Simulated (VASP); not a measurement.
VASP ran on this input.

INCAR:
```
SYSTEM = ZnS
PREC = Accurate
ENCUT = 500
EDIFF = 1E-6
NELM = 100
ALGO = Normal
LREAL = .FALSE.
LASPH = .TRUE.
ISMEAR = 0
SIGMA = 0.05
LMAXMIX = 4
LWAVE = .FALSE.
LCHARG = .FALSE.
IBRION = 2
ISIF = 3
NSW = 40
EDIFFG = -0.02
PSTRESS = 200
```

### POSCAR
```
ZnS
1
    1.7654940333    -3.0579252771     0.0000000000
    1.7654940333     3.0579252771     0.0000000000
    0.0000000000     0.0000000000     5.8632342075
Zn S
2 2
Direct
  0.6666670000   0.3333330000   0.5023093976
  0.3333330000   0.6666670000   0.0023093976
  0.6666670000   0.3333330000   0.8726906024
  0.3333330000   0.6666670000   0.3726906024
```

### KPOINTS
```
kpoints
0
G
7 7 4
0 0 0
```

POTCAR, in this order: Zn S (LDA.64 set). Program: vasp_std.

Translate this LDA calculation to Ansatz.

One equivalent input (not run):
Ansatz 0.2 input:
```yaml
crystal:
  lattice:
    - [1.7654940, -3.0579253, 0.0000000]
    - [1.7654940, 3.0579253, 0.0000000]
    - [0.0000000, 0.0000000, 5.8632342]
  atoms:
    - { symbol: Zn, position: [0.6666670, 0.3333330, 0.5023094] }
    - { symbol: Zn, position: [0.3333330, 0.6666670, 0.0023094] }
    - { symbol: S, position: [0.6666670, 0.3333330, 0.8726906] }
    - { symbol: S, position: [0.3333330, 0.6666670, 0.3726906] }
kpoints:
  mp_grid: { grid: [7, 7, 4] }
hamiltonian:
  xc: lda
  pseudopotentials: { kind: paw }
scf:
  occupations: { method: gaussian, width: 0.05 }
  max_iter: 100
relax:
  max_steps: 40
  f_tol: 0.02
  cell: { p_target: 20 }
output: { forces: true, stress: true, eigenvalues: true }
```
The two are equivalent in intent, not identical: each code has its own PAW files, so the cut-off isn't converted (ENCUT is set for VASP's; basis.ecutwfc is left out, and Ansatz then takes the one that its files recommend); Ansatz stops its SCF on the density residual and VASP on the energy change (EDIFF); Ansatz's lda is the Perdew-Wang form, while the LDA potentials of VASP carry Perdew-Zunger's.

The compound is ZnS in the wurtzite structure, the high-temperature form. It was relaxed first under an external pressure of 20 GPa.
